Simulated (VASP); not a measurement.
Given:

```
FeNi3
1.0
    3.54183     0.00000     0.00000
    0.00000     3.54183     0.00000
    0.00000     0.00000     3.54183
Fe Ni
1 3
Cartesian
  0.00000   0.00000   0.00000
  0.00000   1.77092   1.77092
  1.77092   0.00000   1.77092
  1.77092   1.77092   0.00000
```
Starting moments (μB, in the order of the record's atoms Fe Ni Ni Ni): 3.0 0.5 0.5 0.5.

Calculation: PBE GGA, VASP's PBE PAW potentials (set 64) (plane waves; VASP). Settings: 300 eV cut-off, 9×9×9 Γ-centred mesh, Gaussian smearing of 0.10 eV, potentials Fe Ni.

Problem. What does the run give for the cell moment, energy per atom (σ→0), band gap (on the k-mesh) with the smallest direct gap where there is one?

Solution. 
```
Property                                                     Value
------------------------  ----------------------------------------
band gap (on the k-mesh)  none (metal, semimetal or under 0.01 eV)
cell moment                                                4.75 μB
energy per atom (σ→0)                               -6.257 eV/atom
```

Problem. Give the moment on each site (PAW-sphere projection).

Solution. 
| site | moment (μB) |
|---|---|
| Fe1 | 2.90 |
| Ni2 | 0.63 |
| Ni3 | 0.63 |
| Ni4 | 0.63 |

Total energies compare only between runs with the same potentials, cut-off and functional.

The structure is a typed Ni3Fe crystal. The cell was not relaxed at this level.
